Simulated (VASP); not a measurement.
# Core-hole spectrum of CsGeCl3, part 3 of 3

Aim: an X-ray absorption edge of CsGeCl3 by the supercell core-hole method. The cell has space group R3m, a computed entry that need not be the common form of this compound. The start is a computed cell from the Materials Project.

VASP 6.6.1, plane waves and PAW; the level of theory is named at each step.

So far. Step 3 (K edge, Wyckoff site Ge a, full hole, excited electron …): The smoothed xx curve reaches a tenth of its top at about 10960 eV.

### 4. K edge, Wyckoff site Ge a, full hole

This step: supercell core-hole method, LDA, full hole; plane waves and PAW (Ge_d, Cs_sv, Ge_d, Cl) (VASP 6.6.1).

One core electron is taken from the first atom, which POSCAR lists as a species of its own, and NELECT stays that of the neutral valence shell, so the cell is charged against a background. NBANDS covers the range above the edge. The first density still holds the charge taken from the core, which is what the BRMIX lines of the log report.

Input file INCAR:

```
SYSTEM = CsGeCl3
PREC = Accurate
ENCUT = 400
EDIFF = 1E-06
NELM = 100
ISMEAR = 0
SIGMA = 0.05
LREAL = Auto
ALGO = Normal
GGA = CA
LWAVE = .FALSE.
LCHARG = .FALSE.
ICORELEVEL = 2
CLNT = 1
CLN = 1
CLL = 0
CLZ = 1
CH_LSPEC = .TRUE.
CH_NEDOS = 1500
CH_SIGMA = 1
NBANDS = 920
NELECT = 352
```

Input file POSCAR:

```
CsGeCl3
1.0
    7.6936327814      4.4419209574      6.3566010672
   -7.6936327814      4.4419209574      6.3566010672
    0.0000000000     -8.8838419148      6.3566010672
Ge Cs Ge Cl
1 8 7 24
Direct
    0.2577665750      0.2577665750      0.2577665750
    0.4992016750      0.4992016750      0.4992016750
    0.4992016750      0.4992016750      0.9992016750
    0.4992016750      0.9992016750      0.4992016750
    0.4992016750      0.9992016750      0.9992016750
    0.9992016750      0.4992016750      0.4992016750
    0.9992016750      0.4992016750      0.9992016750
    0.9992016750      0.9992016750      0.4992016750
    0.9992016750      0.9992016750      0.9992016750
    0.2577665750      0.2577665750      0.7577665750
    0.2577665750      0.7577665750      0.2577665750
    0.2577665750      0.7577665750      0.7577665750
    0.7577665750      0.2577665750      0.2577665750
    0.7577665750      0.2577665750      0.7577665750
    0.7577665750      0.7577665750      0.2577665750
    0.7577665750      0.7577665750      0.7577665750
    0.2483563350      0.2483563350      0.4743190850
    0.2483563350      0.2483563350      0.9743190850
    0.2483563350      0.7483563350      0.4743190850
    0.2483563350      0.7483563350      0.9743190850
    0.7483563350      0.2483563350      0.4743190850
    0.7483563350      0.2483563350      0.9743190850
    0.7483563350      0.7483563350      0.4743190850
    0.7483563350      0.7483563350      0.9743190850
    0.2483563350      0.4743190850      0.2483563350
    0.2483563350      0.4743190850      0.7483563350
    0.2483563350      0.9743190850      0.2483563350
    0.2483563350      0.9743190850      0.7483563350
    0.7483563350      0.4743190850      0.2483563350
    0.7483563350      0.4743190850      0.7483563350
    0.7483563350      0.9743190850      0.2483563350
    0.7483563350      0.9743190850      0.7483563350
    0.4743190850      0.2483563350      0.2483563350
    0.4743190850      0.2483563350      0.7483563350
    0.4743190850      0.7483563350      0.2483563350
    0.4743190850      0.7483563350      0.7483563350
    0.9743190850      0.2483563350      0.2483563350
    0.9743190850      0.2483563350      0.7483563350
    0.9743190850      0.7483563350      0.2483563350
    0.9743190850      0.7483563350      0.7483563350
```

Input file KPOINTS:

```
Automatic mesh
0
Gamma
2 2 2
0 0 0
```

Potentials, in the order of the species: Ge_d, Cs_sv, Ge_d and Cl (PBE family, release 64).

Run with:

```
$ mpirun -np 8 vasp_std
```

Log:

```text
[... set-up lines as in an earlier step ...]
 entering main loop
       N       E                     dE             d eps       ncg     rms          rms(c)
DAV:   1     0.276704608679E+04    0.27670E+04   -0.75267E+04  9088   0.460E+02
DAV:   2     0.161904290356E+03   -0.26051E+04   -0.21056E+04  7360   0.122E+02
DAV:   3    -0.417260653316E+03   -0.57916E+03   -0.54282E+03  8848   0.559E+01
DAV:   4    -0.436965723231E+03   -0.19705E+02   -0.19588E+02  8568   0.102E+01
DAV:   5    -0.437175819278E+03   -0.21010E+00   -0.21003E+00  8856   0.112E+00BRMIX: very serious problems
 the old and the new charge density differ
 old charge density:   353.00000 new  352.00001
    0.216E+01
DAV:   6    -0.433686680341E+03    0.34891E+01   -0.28579E-01 11512   0.171E+00    0.128E+01
DAV:   7    -0.433294183209E+03    0.39250E+00   -0.77357E-01 10080   0.783E-01    0.401E+00
DAV:   8    -0.433239809771E+03    0.54373E-01   -0.16470E-01 10544   0.442E-01    0.798E-01
DAV:   9    -0.433234308727E+03    0.55010E-02   -0.20996E-02  9056   0.128E-01    0.459E-01
DAV:  10    -0.433231451687E+03    0.28570E-02   -0.13180E-03  9088   0.376E-02    0.229E-01
DAV:  11    -0.433229748389E+03    0.17033E-02   -0.27145E-04 10376   0.325E-02    0.619E-02
DAV:  12    -0.433229523220E+03    0.22517E-03   -0.27084E-04  8856   0.131E-02    0.367E-02
DAV:  13    -0.433229367853E+03    0.15537E-03   -0.14483E-05 11808   0.120E-02    0.171E-02
DAV:  14    -0.433229364046E+03    0.38068E-05   -0.38713E-05  9024   0.415E-03    0.153E-02
DAV:  15    -0.433229362835E+03    0.12116E-05   -0.26936E-06  8488   0.122E-03    0.524E-03
DAV:  16    -0.433229362573E+03    0.26210E-06   -0.24074E-07  6824   0.600E-04
   1 F= -.43322936E+03 E0= -.43322936E+03  d E =-.249454E-08
 Starting Core_Hole_Spec
 Ending Core_Hole_Spec
```

Elapsed: 12 min, on 8 MPI ranks of Intel Xeon Platinum 8559C (Emerald Rapids), shared host; peak memory 3.2 GiB.

Parts of OUTCAR (step 4):

```text
NELECT = 352

 ion  position               nearest neighbor table
   1  0.258  0.258  0.258-  25 2.37  33 2.37  17 2.37
   2  0.499  0.499  0.499-
   3  0.499  0.499  0.999-
   4  0.499  0.999  0.499-
   5  0.499  0.999  0.999-
   6  0.999  0.499  0.499-
   7  0.999  0.499  0.999-
   8  0.999  0.999  0.499-
   9  0.999  0.999  0.999-
  10  0.258  0.258  0.758-  26 2.37  34 2.37  18 2.37
  11  0.258  0.758  0.258-  27 2.37  35 2.37  19 2.37
  12  0.258  0.758  0.758-  28 2.37  36 2.37  20 2.37
  13  0.758  0.258  0.258-  29 2.37  37 2.37  21 2.37
  14  0.758  0.258  0.758-  30 2.37  38 2.37  22 2.37
  15  0.758  0.758  0.258-  31 2.37  39 2.37  23 2.37
  16  0.758  0.758  0.758-  32 2.37  40 2.37  24 2.37
  17  0.248  0.248  0.474-   1 2.37
  18  0.248  0.248  0.974-  10 2.37
  19  0.248  0.748  0.474-  11 2.37
  20  0.248  0.748  0.974-  12 2.37
  21  0.748  0.248  0.474-  13 2.37
  22  0.748  0.248  0.974-  14 2.37
  23  0.748  0.748  0.474-  15 2.37
  24  0.748  0.748  0.974-  16 2.37
  25  0.248  0.474  0.248-   1 2.37
  26  0.248  0.474  0.748-  10 2.37
  27  0.248  0.974  0.248-  11 2.37
  28  0.248  0.974  0.748-  12 2.37
  29  0.748  0.474  0.248-  13 2.37
  30  0.748  0.474  0.748-  14 2.37
  31  0.748  0.974  0.248-  15 2.37
  32  0.748  0.974  0.748-  16 2.37
  33  0.474  0.248  0.248-   1 2.37
  34  0.474  0.248  0.748-  10 2.37
  35  0.474  0.748  0.248-  11 2.37
  36  0.474  0.748  0.748-  12 2.37
  37  0.974  0.248  0.248-  13 2.37
  38  0.974  0.248  0.748-  14 2.37
  39  0.974  0.748  0.248-  15 2.37
  40  0.974  0.748  0.748-  16 2.37

The static configuration has the point symmetry C_3v.

 Found      4 irreducible k-points:

 the core state eigenenergies are
   1-  1s -11418.9132  2s  -1488.5492  2p  -1334.3184  3s   -190.2807  3p   -137.1811

   2-  1s -35783.4160  2s  -5606.8047  2p  -5028.1994  3s  -1160.2047  3p   -974.1057
       3d   -701.2069  4s   -213.3222  4p   -153.8425  4d    -67.3166
   3-  1s -35783.3563  2s  -5606.7449  2p  -5028.1396  3s  -1160.1450  3p   -974.0460
       3d   -701.1472  4s   -213.2625  4p   -153.7828  4d    -67.2569
   4-  1s -35783.3563  2s  -5606.7449  2p  -5028.1396  3s  -1160.1450  3p   -974.0460
       3d   -701.1472  4s   -213.2625  4p   -153.7828  4d    -67.2569
   5-  1s -35783.2848  2s  -5606.6735  2p  -5028.0682  3s  -1160.0737  3p   -973.9746
       3d   -701.0759  4s   -213.1912  4p   -153.7116  4d    -67.1857
   6-  1s -35783.3563  2s  -5606.7449  2p  -5028.1396  3s  -1160.1450  3p   -974.0460
       3d   -701.1472  4s   -213.2625  4p   -153.7828  4d    -67.2569
   7-  1s -35783.2848  2s  -5606.6735  2p  -5028.0682  3s  -1160.0737  3p   -973.9746
       3d   -701.0759  4s   -213.1912  4p   -153.7116  4d    -67.1857
   8-  1s -35783.2848  2s  -5606.6735  2p  -5028.0682  3s  -1160.0737  3p   -973.9746
       3d   -701.0759  4s   -213.1912  4p   -153.7116  4d    -67.1857
   9-  1s -35783.2110  2s  -5606.5998  2p  -5027.9945  3s  -1160.0000  3p   -973.9009
       3d   -701.0022  4s   -213.1177  4p   -153.6380  4d    -67.1122
  10-  1s -10954.0876  2s  -1365.7814  2p  -1192.6635  3s   -162.5590  3p   -109.6863

  11-  1s -10954.0876  2s  -1365.7814  2p  -1192.6635  3s   -162.5590  3p   -109.6863

  12-  1s -10953.6769  2s  -1365.3780  2p  -1192.2596  3s   -162.1569  3p   -109.2845

  13-  1s -10954.0876  2s  -1365.7814  2p  -1192.6635  3s   -162.5590  3p   -109.6863

  14-  1s -10953.6769  2s  -1365.3780  2p  -1192.2596  3s   -162.1569  3p   -109.2845

  15-  1s -10953.6769  2s  -1365.3780  2p  -1192.2596  3s   -162.1569  3p   -109.2845

  16-  1s -10953.5276  2s  -1365.2298  2p  -1192.1112  3s   -162.0089  3p   -109.1366

  17-  1s  -2744.4801  2s   -246.0975  2p   -185.0136
  18-  1s  -2743.4537  2s   -245.1313  2p   -184.0406
  19-  1s  -2743.1388  2s   -244.8190  2p   -183.7281
  20-  1s  -2742.9774  2s   -244.6631  2p   -183.5716
  21-  1s  -2743.1388  2s   -244.8190  2p   -183.7281
  22-  1s  -2742.9774  2s   -244.6631  2p   -183.5716
  23-  1s  -2742.8829  2s   -244.5665  2p   -183.4752
  24-  1s  -2742.8138  2s   -244.4991  2p   -183.4076
  25-  1s  -2744.4801  2s   -246.0975  2p   -185.0136
  26-  1s  -2743.1388  2s   -244.8190  2p   -183.7281
  27-  1s  -2743.4537  2s   -245.1313  2p   -184.0406
  28-  1s  -2742.9774  2s   -244.6631  2p   -183.5716
  29-  1s  -2743.1388  2s   -244.8190  2p   -183.7281
  30-  1s  -2742.8829  2s   -244.5665  2p   -183.4752
  31-  1s  -2742.9774  2s   -244.6631  2p   -183.5716
  32-  1s  -2742.8138  2s   -244.4991  2p   -183.4076
  33-  1s  -2744.4801  2s   -246.0975  2p   -185.0136
  34-  1s  -2743.1388  2s   -244.8190  2p   -183.7281
  35-  1s  -2743.1388  2s   -244.8190  2p   -183.7281
  36-  1s  -2742.8829  2s   -244.5665  2p   -183.4752
  37-  1s  -2743.4537  2s   -245.1313  2p   -184.0406
  38-  1s  -2742.9774  2s   -244.6631  2p   -183.5716
  39-  1s  -2742.9774  2s   -244.6631  2p   -183.5716
  40-  1s  -2742.8138  2s   -244.4991  2p   -183.4076

 E-fermi :   1.3680

 k-point     1 :       0.0000    0.0000    0.0000
  band No.  band energies     occupation
    ...
    172      -0.4292      2.00000
    173       0.1758      2.00000
    174       0.4733      2.00000
    175       0.4733      2.00000
    176       1.1751      2.00000
    177       1.5760      0.00000
    178       1.5794      0.00000
    179       1.5794      0.00000
    180       3.4037      0.00000
    181       3.4091      0.00000
    ...

 k-point     2 :       0.5000   -0.0000   -0.0000
  band No.  band energies     occupation
    ...
    172      -0.2503      2.00000
    173      -0.0661      2.00000
    174       0.0643      2.00000
    175       0.4924      2.00000
    176       0.7945      2.00000
    177       1.5689      0.00000
    178       1.5967      0.00000
    179       2.3799      0.00000
    180       3.4580      0.00000
    181       3.4959      0.00000
    ...

  Total      -25.9973101    -25.9973101    -25.9630417      0.0000000      0.0000000     -0.0000000
  in kB      -31.9565958    -31.9565958    -31.9144722      0.0000000      0.0000000     -0.0000000
  external PRESSURE =     -31.9425546 kB  Pullay stress =       0.0000000 kB

 POSITION                                       TOTAL-FORCE (eV/Angst)
 -----------------------------------------------------------------------------------
      0.00000      0.00000      4.91556        -0.000000     -0.000000      1.449870
      0.00000      0.00000      9.51968        -0.000000     -0.000000      0.217794
      0.00000     -4.44192     12.69798        -0.000000      0.195355      0.034539
     -3.84682      2.22096     12.69798         0.169183     -0.097678      0.034539
     -3.84682     -2.22096     15.87628         0.125482      0.072447     -0.084314
      3.84682      2.22096     12.69798        -0.169183     -0.097678      0.034539
      3.84682     -2.22096     15.87628        -0.125482      0.072447     -0.084314
      0.00000      4.44192     15.87628        -0.000000     -0.144894     -0.084314
      0.00000      0.00000     19.05458        -0.000000     -0.000000     -0.131328
      0.00000     -4.44192      8.09386        -0.000000      0.132007      0.132216
     -3.84682      2.22096      8.09386         0.114321     -0.066003      0.132216
     -3.84682     -2.22096     11.27216         0.027343      0.015786     -0.050065
      3.84682      2.22096      8.09386        -0.114321     -0.066003      0.132216
      3.84682     -2.22096     11.27216        -0.027343      0.015786     -0.050065
      0.00000      4.44192     11.27216        -0.000000     -0.031572     -0.050065
      0.00000      0.00000     14.45046        -0.000000     -0.000000     -0.071676
      0.00000     -2.00742      6.17246        -0.000000      0.931868     -0.647786
      0.00000     -6.44934      9.35076        -0.000000     -0.255634      0.158414
     -3.84682      0.21354      9.35076         0.008475      0.125419     -0.093262
     -3.84682     -4.22838     12.52906         0.009321     -0.091079      0.063855
      3.84682      0.21354      9.35076        -0.008475      0.125419     -0.093262
      3.84682     -4.22838     12.52906        -0.009321     -0.091079      0.063855
      0.00000      2.43450     12.52906        -0.000000      0.013226     -0.010216
      0.00000     -2.00742     15.70736        -0.000000     -0.057087      0.037806
     -1.73847      1.00371      6.17246         0.807021     -0.465934     -0.647786
     -1.73847     -3.43821      9.35076         0.112854     -0.055370     -0.093262
     -5.58529      3.22467      9.35076        -0.221386      0.127817      0.158414
     -5.58529     -1.21725     12.52906        -0.074216      0.053612      0.063855
      2.10834      3.22467      9.35076         0.104379     -0.070049     -0.093262
      2.10834     -1.21725     12.52906         0.011454     -0.006613     -0.010216
     -1.73847      5.44563     12.52906        -0.083537      0.037467      0.063855
     -1.73847      1.00371     15.70736        -0.049439      0.028544      0.037806
      1.73847      1.00371      6.17246        -0.807021     -0.465934     -0.647786
      1.73847     -3.43821      9.35076        -0.112854     -0.055370     -0.093262
     -2.10834      3.22467      9.35076        -0.104379     -0.070049     -0.093262
     -2.10834     -1.21725     12.52906        -0.011454     -0.006613     -0.010216
      5.58529      3.22467      9.35076         0.221386      0.127817      0.158414
      5.58529     -1.21725     12.52906         0.074216      0.053612      0.063855
      1.73847      5.44563     12.52906         0.083537      0.037467      0.063855
      1.73847      1.00371     15.70736         0.049439      0.028544      0.037806
 -----------------------------------------------------------------------------------
    total drift:                               -0.000000     -0.000230     -0.012388

  FREE ENERGIE OF THE ION-ELECTRON SYSTEM (eV)
  ---------------------------------------------------
  free  energy   TOTEN  =      -433.2293625725 eV

  energy  without entropy=     -433.2293625700  energy(sigma->0) =     -433.22936257

[... 7 parts as in an earlier step ...]

[... 2 further parts left out ...]
```

This step gave:

```
free energy (TOTEN) : -433.2294 eV
Fermi energy        : 1.368 eV
```

Smoothed further by a Gaussian, to a width of roughly 2 to 2.4 eV in all; heights scale with one over the cell volume; the energy axis is the program's own, and the fall at its high end is where NBANDS ends. The imaginary dielectric function times 10^5 by photon energy; read off at these points:

| photon energy (eV) | xx | zz |
| --- | --- | --- |
| 10957.0 | 1.0e-6 | 1.0e-6 |
| 10958.5 | 1.7e-4 | 1.7e-4 |
| 10960.1 | 0.00560 | 0.00528 |
| 10961.7 | 0.0205 | 0.0185 |
| 10963.3 | 0.00989 | 0.00883 |
| 10964.1 | 0.00455 | 0.00428 |
| 10965.7 | 0.00303 | 0.00280 |
| 10967.3 | 0.00155 | 0.00142 |
| 10968.9 | 0.00173 | 0.00149 |
| 10970.5 | 0.00252 | 0.00283 |
| 10972.1 | 0.00194 | 0.00330 |
| 10973.7 | 0.00272 | 0.00309 |
| 10975.3 | 0.00396 | 0.00309 |
| 10976.9 | 0.00385 | 0.00306 |
| 10978.4 | 0.00362 | 0.00347 |
| 10979.2 | 0.00319 | 0.00355 |
| 10980.8 | 0.00283 | 0.00334 |
| 10982.4 | 0.00256 | 0.00275 |
| 10984.0 | 0.00271 | 0.00238 |
| 10985.6 | 0.00304 | 0.00285 |
| 10987.2 | 0.00278 | 0.00304 |
| 10988.8 | 0.00277 | 0.00260 |
| 10990.4 | 0.00255 | 0.00276 |
| 10992.0 | 0.00312 | 0.00332 |
| 10993.6 | 0.00312 | 0.00317 |
| 10994.4 | 0.00253 | 0.00277 |
| 10996.0 | 0.00161 | 0.00161 |
| 10997.6 | 3.7e-4 | 2.9e-4 |
| 10999.1 | 1.8e-5 | 1.3e-5 |
| 11000.7 | 0 | 0 |

The smoothed xx curve reaches a tenth of its top at about 10959 eV.

### 5. Summary

This step: supercell core-hole method, LDA; plane waves and PAW (VASP 6.6.1).

This step runs nothing: it gathers the runs above.

Core-hole runs:

| site | hole | cost (core minutes) |
| --- | --- | --- |
| Ge a | full hole, excited electron kept | 88.01 |
| Ge a | full hole | 96.95 |

### 6. Summary of results

* K edge of Ge a, full hole, excited electron kept: xx reaches a tenth of its top at 10960.43 eV on the program's axis; share within the next 5 eV of the next 20 eV: 57 %
* K edge of Ge a, full hole: xx reaches a tenth of its top at 10959.44 eV on the program's axis; share within the next 5 eV of the next 20 eV: 58 %

What this shows: The Ge K edge, for light polarised along x, reaches a tenth of its top at 10960.43 eV on the program's axis. That mark passes over any weaker pre-edge, and only dipole transitions enter. The electron from the core stays in the cell and fills some of the lowest empty states. Whether the program still counts those as final states wasn't checked, so features at and just under the onset are in doubt. In the charged run (full hole) weight just under or at the onset may be a state bound to the hole or the highest filled band counted as a final state; this wasn't checked, so onset and share of that run are in doubt. Share of the first 20 eV of absorption, for light polarised along x, that lies within 5 eV of each run's own onset: 58 % with full hole and 57 % with full hole, excited electron kept. One site of the element was run (Wyckoff letter a). With 40 atoms and a 2×2×2 mesh the peak shapes still carry the imprint of the mesh. The fall at the high end is where NBANDS ends. The other core electrons stay frozen, so neither the program's energy axis nor the change of TOTEN is an excitation energy; spectra are aligned at the onset when set beside measurement. Not tabulated here, as repeats of values shown or as unfit to read for their mesh, reference level or band range: gaps (K edge, supercell without a hole); core levels (K edge); pressures of a box with vacuum or a charge (K edge).

[Lines on the potential files, build, host, timing and source positions are cut from VASP's logs without a mark.]

[Logs are printed without paths, hosts, clocks, repeated set-up lines and the standing remarks that a program may print on its own settings, such as how far it seeks lower states.]

[Hosts, paths, dates, database ids (printed as entryN), source tags and the programs' standing remarks are cut or masked in the printed files.]
